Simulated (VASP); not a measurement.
Write the native input for VASP 6.6.1 that does the following.

```yaml
Task: single point
Functional: PBE
Dispersion: D3(BJ)
Potentials_or_basis: VASP PAW PBE potentials, release 64 (S, C)
Cutoff: 520 eV
k_mesh: 1 × 1 × 1
Occupations: fermi-dirac, width 0.02 eV
Spin: no spin polarisation
Dipole_correction: no
Further_INCAR_settings: LREAL = Auto; ALGO = Fast; EDIFF = 1e-07; NBANDS = 82
```

The structure of CS2 lies in POSCAR:

```
CS2
1.0
    9.2831780000      0.0000000000      0.0000000000
    0.0000000000      9.2831780000      0.0000000000
    0.0000000000      0.0000000000      9.2831780000
S C
16 8
Direct
    0.1409431124      0.9043454731      0.3503541567
    0.0333183313      1.0399671319      0.0713117857
    0.8208719040      0.6732500443      1.1372075382
    0.8376010888      0.7302132955      0.8091086910
    0.4648192677      0.2615591342     -0.0720442935
    0.5957011704      0.4425855025      0.1892886251
    0.2251061005      0.3394419454      0.1816403822
    0.0118601625      0.4008756484     -0.0617030073
    0.8938210600      0.0721520152      0.7058358678
    0.8191268120      0.1544514174      0.3817119525
    0.5814603576      0.5447164753      0.4889812519
    0.3135995022      0.3429321295      0.5476249621
    0.4105706042      0.7058143235     -0.0637389480
    0.4643345199      0.7845265921      0.2547511208
    0.5739198365     -0.0741556394      0.7211000371
    0.2765432269      0.0513294047      0.7132148064
    0.1057611951      0.9768314256      0.2044558448
    0.8125450142      0.6945358583      0.9777470603
    0.5479588994      0.3454851345      0.0494873631
    0.1188386132      0.3803331144      0.0599363709
    0.8405526642      0.1089282140      0.5497901688
    0.4350772979      0.4530883712      0.5346229492
    0.4398816871      0.7405438095      0.0911541285
    0.4327828250      0.0039641597      0.7357501924
```

The cell was built by a generator and needn't be a form met in nature.

One way to write it, as run:

INCAR

```
SYSTEM = CS2
ALGO = Fast ; EDIFF = 1E-7
ENCUT = 520 ; GGA = PE
ISIF = 2 ; ISMEAR = -1
IVDW = 12 ; LASPH = .TRUE.
LCHARG = .TRUE. ; LELF = .TRUE.
LREAL = Auto ; LVHAR = .TRUE.
LWAVE = .FALSE. ; NBANDS = 82
NELM = 100 ; PREC = Accurate
SIGMA = 0.02
```

KPOINTS

```
k-points
0
G
  1 1 1
  0 0 0
```

Potentials or basis: VASP PAW PBE potentials, release 64 (S, C).

Command:

```console
$ cat potpaw_PBE.64/S/POTCAR potpaw_PBE.64/C/POTCAR > POTCAR
$ mpirun -np 1 vasp_gam > vasp.out
```

Results of the run:

* Pressure: 0.8 GPa
* Largest force: 4.972 eV/Å
* Band gap on the k mesh: 2.50 eV, direct
* Dispersion energy per atom: -0.123 eV

Wall time 2.4 min on 1 thread of Intel(R) Xeon(R) Platinum 8488C (Sapphire Rapids), with other jobs on the host, peak memory 0.66 GiB.
